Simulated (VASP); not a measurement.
Level of theory: PBEsol GGA, VASP's PBE PAW potentials (set 64) (plane waves; VASP 6.6.1).

The input files of a VASP run:

### KPOINTS
```
Automatic mesh
0
Gamma
16 16 16
0 0 0
```

File POSCAR:
```
Ag
1.0
  0.0000000000   1.8897613502   1.8897613502
  1.8897613502   0.0000000000   1.8897613502
  1.8897613502   1.8897613502   0.0000000000
Ag
1
direct
  0.0000000000   0.0000000000   0.0000000000
```

INCAR:
```
SYSTEM  =  Ag
PREC  =  Accurate; ENCUT  =  500; LREAL  =  .FALSE.
LASPH  =  .TRUE.
EDIFF  =  1E-6; NELM  =  100; ALGO  =  Normal
LMAXMIX  =  4
ISMEAR  =  1; SIGMA  =  0.1
GGA  =  PS
IBRION  =  2; NSW  =  40; ISIF  =  3
EDIFFG  =  -0.02; PSTRESS  =  450
LWAVE  =  .FALSE.; LCHARG  =  .FALSE.
```

POTCAR, in this order: Ag (PBE.64 set). Program: vasp_std.

Output

File OSZICAR:
```
       N       E                     dE             d eps       ncg     rms          rms(c)
DAV:   1     0.420230185424E+02    0.42023E+02   -0.58203E+03  2698   0.110E+03
DAV:   2    -0.302182254148E+01   -0.45045E+02   -0.43326E+02  2689   0.213E+02
DAV:   3    -0.335794122339E+01   -0.33612E+00   -0.33603E+00  3000   0.219E+01
DAV:   4    -0.335863185044E+01   -0.69063E-03   -0.69061E-03  2927   0.915E-01
DAV:   5    -0.335863563288E+01   -0.37824E-05   -0.37830E-05  2835   0.620E-02    0.107E+01
DAV:   6    -0.299513001329E+01    0.36351E+00   -0.13289E+00  2647   0.132E+01    0.602E+00
DAV:   7    -0.296637176671E+01    0.28758E-01   -0.52046E-02  2848   0.251E+00    0.279E+00
DAV:   8    -0.295986302213E+01    0.65087E-02   -0.15566E-03  2682   0.495E-01    0.157E-01
DAV:   9    -0.295987441090E+01   -0.11389E-04   -0.17260E-05  2976   0.470E-02    0.117E-02
DAV:  10    -0.295987763180E+01   -0.32209E-05   -0.27397E-06  2791   0.148E-02    0.329E-03
DAV:  11    -0.295987755654E+01    0.75258E-07   -0.10677E-07  1362   0.401E-03
   1 F= 0.83111398E+00 E0= 0.83107726E+00  d E =0.831114E+00
```

File OUTCAR:
```
------------------------ aborting loop because EDIFF is reached ----------------------------------------
  FORCE on cell =-STRESS in cart. coord.  units (eV):
  Direction    XX          YY          ZZ          XY          YZ          ZX
  --------------------------------------------------------------------------------------
  Total        3.7808225      3.7808225      3.7808225     -0.0000000      0.0000000      0.0000000
  in kB      448.7929161    448.7929161    448.7929161     -0.0000000      0.0000000      0.0000000
  external PRESSURE =      -1.2070839 kB  Pullay stress =     450.0000000 kB
  volume of cell :       13.50
      direct lattice vectors                 reciprocal lattice vectors
     0.000000000  1.889761350  1.889761350    -0.264583673  0.264583673  0.264583673
     1.889761350  0.000000000  1.889761350     0.264583673 -0.264583673  0.264583673
     1.889761350  1.889761350  0.000000000     0.264583673  0.264583673 -0.264583673
 POSITION                                       TOTAL-FORCE (eV/Angst)
 -----------------------------------------------------------------------------------
      0.00000      0.00000      0.00000         0.000000     -0.000000     -0.000000
 -----------------------------------------------------------------------------------
    total drift:                               -0.000000     -0.000000     -0.000000
  FREE ENERGIE OF THE ION-ELECTRON SYSTEM (eV)
  ---------------------------------------------------
  free  energy   TOTEN  =        -2.9598775565 eV

  energy  without entropy=       -2.9599877191  energy(sigma->0) =       -2.95991428
  enthalpy is  TOTEN    =         0.8311139762 eV   P V=        3.7909915328

 reached required accuracy - stopping structural energy minimisation
```
(Selected blocks of OUTCAR.)

The compound is Ag in the fcc structure. It was relaxed first under an external pressure of 45 GPa.
